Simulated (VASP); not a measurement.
Data:

```
CuZn
1.0
    3.00655     0.00000     0.00000
    0.00000     3.00655     0.00000
    0.00000     0.00000     3.00655
Zn Cu
1 1
Direct
  0.50000   0.50000   0.50000
  0.00000   0.00000   0.00000
```

Level of theory: vdW-DF2, VASP's PBE PAW potentials (set 64) (plane waves; VASP). Numerical set-up: 520 eV cut-off, 12×12×12 Γ-centred mesh, first-order Methfessel-Paxton smearing of 0.10 eV, potentials Zn Cu.

Task: Give the stress tensor in GPa (positive for a compressed cell).

Result: 
```
6.01  0.00  0.00
0.00  6.01  0.00
0.00  0.00  6.01
```
The pressure is its mean diagonal, 6.01 GPa.

The compound is CuZn in the CsCl type structure. This cell is one point of a volume scan, at 0.94 of the reference volume. The electron count is odd and the run is not spin-polarised, which forces a metal.
